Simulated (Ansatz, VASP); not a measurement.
# Cross-check of YSb between VASP and Ansatz

Wanted: the spread between two codes on one cell, functional and k mesh. The cell is generated by rule, not measured, and may not be a known phase. The cell is taken from a series of runs on this material, whose earlier steps may have relaxed, scaled, displaced or heated it; both programs get it as it stands.

Method: plane waves, with VASP 6.6.1 beside it; relaxation of cell and atoms at PBEsol, in Ansatz 0.2.0.

The structure was built from a prototype and need not be the compound's stable phase.

## Step 1: Set-up

It takes space group P6_3/mmc (No. 194, hexagonal). The conventional cell has a = 4.290 Å, b = 4.290 Å, c = 7.408 Å, α = 90.00°, β = 90.00°, γ = 120.00°. Nearest to Y lie 6 Sb at 3.09 Å. Nearest to Sb lie 6 Y at 3.09 Å. Farther neighbours are not listed.

## Step 2: VASP: relaxation of cell and atoms, PBEsol

The relaxed volume is the usual yardstick between codes: in a stiff, nearly cubic crystal its relative difference is about their pressure difference at one cell divided by the bulk modulus.

Lines of VASP's logs that name or quote its potential files are left out, and so is its time.

INCAR reads:

```
SYSTEM = YSb
PREC = Accurate
ENCUT = 500
EDIFF = 1E-07
NELM = 120
ISMEAR = 1
SIGMA = 0.15
LREAL = .FALSE.
ALGO = Normal
GGA = PS
NBANDS = 22
LASPH = .TRUE.
LORBIT = 11
LWAVE = .FALSE.
LCHARG = .FALSE.
ISIF = 3
IBRION = 2
NSW = 80
EDIFFG = -0.005
GGA_COMPAT = .FALSE.
NELMIN = 4
KPAR = 2
```

POSCAR reads:

```
YSb
1.0
    4.2902570000     -0.0000030000      0.0000000000
   -2.1451260000      3.7154730000      0.0000000000
    0.0000000000      0.0000000000      7.4077370000
Y Sb
2 2
Direct
    0.0000000000      0.0000000000      0.0000000000
    0.0000000000      0.0000000000      0.4999999325
    0.3333334110      0.6666666667      0.2499999663
    0.6666665890      0.3333333333      0.7500000337
```

KPOINTS reads:

```
Automatic mesh
0
Gamma
12 12 6
0 0 0
```

The projector-augmented-wave data sets are Y_sv and Sb (PBE family, release 64).

Command:

```bash
$ mpirun -np 2 vasp_std
```

Numbers of over 12 decimals in the logs are rounded to 6 here.

Output:

```text
[banner, memory and clock lines left out]
running    2 mpi-ranks, on    1 nodes
 distrk:  each k-point on    1 cores,    2 groups
 distr:  one band on    1 cores,    1 groups

 POSCAR found type information on POSCAR Y Sb
 POSCAR found :  2 types and       4 ions
|                                                                             |
|               ----> ADVICE to this user running VASP <----                  |
|                                                                             |
|     You enforced a specific xc type in the INCAR file but a different       |
|     [... a line on the potential file left out ...]
|     I HOPE YOU KNOW WHAT YOU ARE DOING!                                     |
|                                                                             |

 LDA part: xc-table for (Slater+PW92), standard interpolation
 POSCAR, INCAR and KPOINTS ok, starting setup
 FFT: planning ... GRIDC
 FFT: planning ... GRID_SOFT
 FFT: planning ... GRID
 WAVECAR not read
 entering main loop
       N       E                     dE             d eps       ncg     rms          rms(c)
DAV:   1     0.153671284521E+03    0.15367E+03   -0.13863E+04  3344   0.127E+03
DAV:   2    -0.162164064281E+02   -0.16989E+03   -0.16200E+03  3914   0.281E+02
DAV:   3    -0.279685905541E+02   -0.11752E+02   -0.11557E+02  5592   0.538E+01
DAV:   4    -0.287691069054E+02   -0.80052E+00   -0.79821E+00  4810   0.124E+01
DAV:   5    -0.287933356483E+02   -0.24229E-01   -0.24227E-01  4894   0.227E+00    0.380E+01
DAV:   6    -0.273462173028E+02    0.14471E+01   -0.31638E+00  4002   0.737E+00    0.267E+01
DAV:   7    -0.273872815228E+02   -0.41064E-01   -0.33628E+00  4966   0.754E+00    0.385E+00
DAV:   8    -0.272405211816E+02    0.14676E+00   -0.15720E+00  3822   0.539E+00    0.159E+00
DAV:   9    -0.272282437781E+02    0.12277E-01   -0.99826E-02  4624   0.153E+00    0.374E-01
DAV:  10    -0.272287864245E+02   -0.54265E-03   -0.79569E-03  4988   0.393E-01    0.467E-01
DAV:  11    -0.272283549478E+02    0.43148E-03   -0.35248E-03  4442   0.309E-01    0.119E-01
DAV:  12    -0.272283549367E+02    0.11092E-07   -0.28040E-04  4672   0.109E-01    0.206E-02
DAV:  13    -0.272283545602E+02    0.37651E-06   -0.18157E-05  4798   0.217E-02    0.810E-03
DAV:  14    -0.272283549623E+02   -0.40213E-06   -0.46368E-07  4206   0.432E-03    0.831E-03
DAV:  15    -0.272283544047E+02    0.55766E-06   -0.20924E-07  3718   0.365E-03    0.101E-03
DAV:  16    -0.272283543912E+02    0.13490E-07   -0.21251E-08  2632   0.103E-03
   1 F= -.27228354E+02 E0= -.27228575E+02  d E =-.272284E+02
 curvature:   0.00 expect dE= 0.000E+00 dE for cont linesearch  0.000E+00
 trial: gam= 0.00000 g(F)=  0.108E-41 g(S)=  0.167E-03 ort = 0.000E+00 (trialstep = 0.100E+01)
 search vector abs. value=  0.167E-03
 bond charge predicted
       N       E                     dE             d eps       ncg     rms          rms(c)
DAV:   1    -0.272290604424E+02   -0.70604E-03   -0.19002E-02  3714   0.851E-01    0.260E-01
DAV:   2    -0.272287094433E+02    0.35100E-03   -0.32472E-03  4792   0.282E-01    0.127E-01
DAV:   3    -0.272283909139E+02    0.31853E-03   -0.65832E-04  5772   0.131E-01    0.600E-02
DAV:   4    -0.272283594989E+02    0.31415E-04   -0.36962E-04  6050   0.816E-02    0.681E-02
DAV:   5    -0.272283713187E+02   -0.11820E-04   -0.19981E-05  4674   0.253E-02    0.364E-02
DAV:   6    -0.272283750281E+02   -0.37095E-05   -0.14518E-05  5554   0.127E-02    0.766E-03
DAV:   7    -0.272283747833E+02    0.24480E-06   -0.50844E-07  3710   0.462E-03    0.432E-03
DAV:   8    -0.272283746047E+02    0.17862E-06   -0.14479E-07  3038   0.303E-03    0.220E-03
DAV:   9    -0.272283744590E+02    0.14571E-06   -0.70010E-08  2528   0.190E-03    0.177E-03
DAV:  10    -0.272283744639E+02   -0.49522E-08   -0.17393E-08  2290   0.825E-04
   2 F= -.27228374E+02 E0= -.27228593E+02  d E =-.200728E-04
 trial-energy change:   -0.000020  1 .order   -0.000024   -0.000167    0.000119
 step:   0.5633(harm=  0.5849)  dis= 0.00000  next Energy=   -27.228401 (dE=-0.463E-04)
 bond charge predicted
       N       E                     dE             d eps       ncg     rms          rms(c)
DAV:   1    -0.272285328990E+02   -0.15844E-03   -0.36683E-03  3774   0.372E-01    0.114E-01
DAV:   2    -0.272284601032E+02    0.72796E-04   -0.60604E-04  4698   0.125E-01    0.547E-02
DAV:   3    -0.272283985946E+02    0.61509E-04   -0.13251E-04  5732   0.586E-02    0.261E-02
DAV:   4    -0.272283940974E+02    0.44972E-05   -0.64689E-05  5994   0.341E-02    0.300E-02
DAV:   5    -0.272283985547E+02   -0.44573E-05   -0.39099E-06  4750   0.106E-02    0.154E-02
DAV:   6    -0.272284007095E+02   -0.21548E-05   -0.24072E-06  5626   0.562E-03    0.317E-03
DAV:   7    -0.272284007220E+02   -0.12469E-07   -0.69634E-08  2444   0.181E-03
   3 F= -.27228401E+02 E0= -.27228620E+02  d E =-.463308E-04
 curvature:  -0.29 expect dE=-0.329E-06 dE for cont linesearch -0.581E-07
 trial: gam=-0.02777 g(F)=  0.132E-41 g(S)=  0.113E-05 ort = 0.577E-05 (trialstep = 0.913E+00)
 search vector abs. value=  0.937E-06
 reached required accuracy - stopping structural energy minimisation
```

Parts of OUTCAR (step 2):

```text
ion  position               nearest neighbor table
   1  0.000  0.000  0.000-   4 3.09   3 3.09   4 3.09   3 3.09   3 3.09   4 3.09   2 3.70   2 3.70

  LATTYP: Found a hexagonal cell.
 ALAT       =     4.2902570000
 C/A-ratio  =     1.7266417839

 Subroutine GETGRP returns: Found 24 space group operations
 (whereof 12 operations were pure point group operations)

The static configuration has the point symmetry D_3d.
 The point group associated with its full space group is D_6h.

 Found     76 irreducible k-points:

   k-points           NKPTS =     76   k-points in BZ     NKDIM =     76   number of bands    NBANDS=     22

   dimension x,y,z NGX =    32 NGY =   32 NGZ =   54
   dimension x,y,z NGXF=    64 NGYF=   64 NGZF=  108

   ENCUT  =  500.0 eV  36.75 Ry    6.06 a.u.   7.82  7.82 13.51*2*pi/ulx,y,z

   NELECT =      32.0000    total number of electrons

 k-points in reciprocal lattice and weights: Automatic mesh
   0.00000000  0.00000000  0.00000000       0.001
   0.08333333  0.00000000  0.00000000       0.007
   0.16666667 -0.00000000  0.00000000       0.007
   0.25000000 -0.00000000  0.00000000       0.007
   0.33333333 -0.00000000  0.00000000       0.007
   0.41666667  0.00000000  0.00000000       0.007
   0.50000000 -0.00000000  0.00000000       0.003
   0.08333333  0.08333333  0.00000000       0.007
   0.16666667  0.08333333  0.00000000       0.014
[...]
0.33333333  0.25000000  0.50000000       0.014
   0.33333333  0.33333333  0.50000000       0.002

 average (electrostatic) potential at core
       1 -35.6171       2 -35.6171       3 -86.3490       4 -86.3490

 E-fermi :   4.9692

 k-point     1 :       0.0000    0.0000    0.0000
  band No.  band energies     occupation
    ...
     10      -3.4806      2.00000
     11       0.7115      2.00000
     12       3.4379      2.00000
     13       3.4379      2.00000
     14       4.8121      2.05871
     15       5.4438     -0.00007
     16       5.9201     -0.00000
     17       5.9201     -0.00000
     18       6.3020     -0.00000
     19       6.3020     -0.00000
    ...

 k-point     2 :       0.0833    0.0000    0.0000
  band No.  band energies     occupation
    ...
     10      -3.4828      2.00000
     11       0.8064      2.00000
     12       3.3518      2.00000
     13       3.4531      2.00000
     14       4.6906      2.02467
     15       5.0320      0.35505
     16       5.3001     -0.00777
     17       5.4620     -0.00003
     18       6.4948     -0.00000
     19       6.5887     -0.00000
    ...

 k-point     3 :       0.1667   -0.0000    0.0000
  band No.  band energies     occupation
    ...
     12       3.1295      2.00000
     13       3.4812      2.00000
     14       3.8699      2.00000
     15       4.4198      2.00000
     16       4.9728      0.95873
     17       5.0671      0.11516
     18       6.7267     -0.00000
     19       6.7693     -0.00000
     20       7.0917     -0.00000
     21       7.4232     -0.00000
    ...

  Total        0.0060207      0.0060207     -0.0045884     -0.0000000      0.0000000      0.0000000
  in kB        0.0815775      0.0815775     -0.0621713     -0.0000000      0.0000000      0.0000000
  external PRESSURE =       0.0336612 kB  Pullay stress =       0.0000000 kB

  energy-cutoff  :      500.00
  volume of cell :      118.25
      direct lattice vectors                 reciprocal lattice vectors
     4.292198286 -0.000003001 -0.000000000     0.232980943  0.134511401 -0.000000000
    -2.146096642  3.717154203  0.000000000     0.000000188  0.269023115 -0.000000000
     0.000000000  0.000000000  7.411288708    -0.000000000 -0.000000000  0.134929300

 POSITION                                       TOTAL-FORCE (eV/Angst)
 -----------------------------------------------------------------------------------
      0.00000     -0.00000     -0.00000        -0.000000     -0.000000      0.000000
      0.00000      0.00000      3.70564         0.000000     -0.000000      0.000000
      0.00000      2.47810      1.85282        -0.000000     -0.000000      0.000000
      2.14610      1.23905      5.55847         0.000000      0.000000     -0.000000
 -----------------------------------------------------------------------------------
    total drift:                               -0.000000     -0.000000      0.000339

  FREE ENERGIE OF THE ION-ELECTRON SYSTEM (eV)
  ---------------------------------------------------
  free  energy   TOTEN  =       -27.2284007220 eV

  energy  without entropy=      -27.2290586180  energy(sigma->0) =      -27.22862002

 reached required accuracy - stopping structural energy minimisation

 total charge
# of ion       s       p       d       f       tot
--------------------------------------------------
    1        2.187   6.336   0.942   0.026   9.490
    2        2.187   6.336   0.942   0.026   9.490
    3        1.117   1.436   0.014   0.000   2.567
    4        1.117   1.436   0.014   0.000   2.567
--------------------------------------------------
tot          6.609  15.544   1.911   0.052  24.116

[... 3 further parts left out ...]
```

CONTCAR:

```
YSb
   1.00000000000000
     4.2921982855837850   -0.0000030014087046   -0.0000000000000000
    -2.1460966417050527    3.7171542032669995    0.0000000000000000
     0.0000000000000000    0.0000000000000000    7.4112887081969125
  Y               Sb
     2     2
Direct
     0.0000000000000000    0.0000000000000000    0.0000000000000000
     0.0000000000000000    0.0000000000000000    0.4999999325000033
     0.3333334109999981    0.6666666667000030    0.2499999663000025
     0.6666665890000019    0.3333333332999970    0.7500000336999975
```

The run keeps the 24 symmetry operations of its start, so it cannot find a distortion of lower symmetry.

[end of part 1 of 2]

[Lines on the potential files, build, host, timing and source positions are cut from VASP's logs without a mark.]

[Logs are printed without paths, hosts, clocks, repeated set-up lines and the standing remarks that a program may print on its own settings, such as how far it seeks lower states.]

[Hosts, paths, dates, database ids (printed as entryN), source tags and the programs' standing remarks are cut or masked in the printed files.]
